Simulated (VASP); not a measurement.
Write the native input for VASP 6.6.1 that does the following.

```
Task                   : relaxation of cell and atoms
Functional             : LDA
Potentials or basis    : VASP PAW LDA potentials, release 64 (Sc_sv, Al)
Cutoff                 : 600 eV
k mesh                 : 10 × 10 × 10
Occupations            : methfessel-paxton, width 0.1 eV
Spin                   : no spin polarisation
Further INCAR settings : ALGO = Normal; EDIFF = 1e-06; IBRION = 2; EDIFFG = -0.01; NSW = 90; ISIF = 3
```

The structure of ScAl3 lies in POSCAR:

```
ScAl3
1.0
    4.0878065700      0.0000000000      0.0000000000
    0.0000000000      4.0878065700      0.0000000000
    0.0000000000      0.0000000000      4.0878065700
Sc Al
1 3
Direct
    0.0000000000      0.0000000000      0.0000000000
    0.5000000000      0.0000000000      0.5000000000
    0.0000000000      0.5000000000      0.5000000000
    0.5000000000      0.5000000000      0.0000000000
```

The cell is a database's computed one.

The input as run:

INCAR

```
PREC = Accurate ; ENCUT = 600
EDIFF = 1E-6 ; ISMEAR = 1
SIGMA = 0.1 ; LREAL = False
LASPH = True ; NELM = 80
ALGO = Normal ; ISIF = 3
LWAVE = False ; LCHARG = False
IBRION = 2 ; NSW = 90
EDIFFG = -0.01
```

KPOINTS

```
regular mesh
0
Gamma
  10 10 10
```

Potentials or basis: VASP PAW LDA potentials, release 64 (Sc_sv, Al).

The run is started by

```console
$ cat potpaw_LDA.64/Sc_sv/POTCAR potpaw_LDA.64/Al/POTCAR > POTCAR
$ mpirun -np 1 vasp_std > vasp.out
```

Results of the run:

| Item | Value |
| --- | --- |
| Relaxed volume | 16.40 Å³/atom |
| Relaxed cell | a = 4.033 Å, b = 4.033 Å, c = 4.033 Å, α = 90.00°, β = 90.00°, γ = 90.00° |
| Space group after relaxing (to 0.05 Å) | Pm-3m (No. 221) |
| Energy gained by relaxing | 7.8 meV/atom |
| Ionic steps | 3 |
| Pressure after relaxing | 0.0 GPa |
| Band gap on the k mesh | none (metal or under the smearing width) |

It took 48 s on 1 thread of Intel(R) Xeon(R) 6975P-C (Granite Rapids) (shared host), peak memory 0.22 GiB.
